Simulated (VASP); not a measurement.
Take AgCl (rock salt), against free atoms with fixed spin and no zero-point term, in VASP with PAW potentials, and its cohesive energy.

**Question.** One run gives 2.79 eV/atom. Which level is it?
(A) PBE
(B) PBEsol
(C) LDA

**Answer.** B, PBEsol.  The others give 2.42 (PBE), 3.23 (LDA).

Only levels that ran to the end are used. Left out are those held back, those with too coarse a band path, GW runs whose mesh misses a band edge, hybrids' fits of cells that aren't cubic and levels without matching references; a question may draw on a part of the rest.
